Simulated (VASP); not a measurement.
OSZICAR of a VASP run on Al$_{36}$N$_{35}$:

**OSZICAR**
```
       N       E                     dE             d eps       ncg     rms          rms(c)
DAV:   1    -0.600587005469E+03   -0.60059E+03   -0.17901E+01   436   0.861E+00    0.503E+01
DAV:   2    -0.600704209768E+03   -0.11720E+00   -0.33200E-01   414   0.137E+00    0.342E+01
DAV:   3    -0.600684998736E+03    0.19211E-01   -0.85215E-03   408   0.250E-01    0.209E+01
DAV:   4    -0.600677160759E+03    0.78380E-02   -0.35440E-03   408   0.127E-01    0.124E+01
DAV:   5    -0.600674706204E+03    0.24546E-02   -0.87107E-04   390   0.633E-02    0.725E+00
DAV:   6    -0.600673870320E+03    0.83588E-03   -0.25820E-04   408   0.415E-02    0.419E+00
DAV:   7    -0.600673600304E+03    0.27002E-03   -0.91763E-05   390   0.254E-02    0.241E+00
DAV:   8    -0.600673514791E+03    0.85513E-04   -0.23562E-05   264   0.144E-02    0.141E+00
DAV:   9    -0.600673489527E+03    0.25264E-04   -0.15454E-05   200   0.118E-02    0.808E-01
DAV:  10    -0.600673484125E+03    0.54015E-05   -0.58373E-06   214   0.650E-03
   1 F= -.60067348E+03 E0= -.60067348E+03  d E =-.341423E-12
```

**Question.** Which electronic solver shows in the log?

**Answer.** It is blocked Davidson (ALGO = Normal, or the opening steps of other solvers). The INCAR had ALGO = Normal.

**Question.** Can the final energy be trusted as converged?

**Answer.** The calculation finished and met its thresholds. It stopped with EDIFF = 1E-5, NELM = 50 (HSE06 screened hybrid, plane waves, VASP's PBE PAW potentials (set 64)).  The cell is charged, with a uniform compensating background. The supercell is sampled at Γ alone, which is coarse: total energies, pressure and levels can be off, energies of defects by several tenths of an eV.

The cell is a supercell with a defect, built from AlN (wurtzite): vac_N, charge -1. The cell's shape comes from a PBE relaxation. The run is not spin-polarised, so no state with unpaired spins was tried.
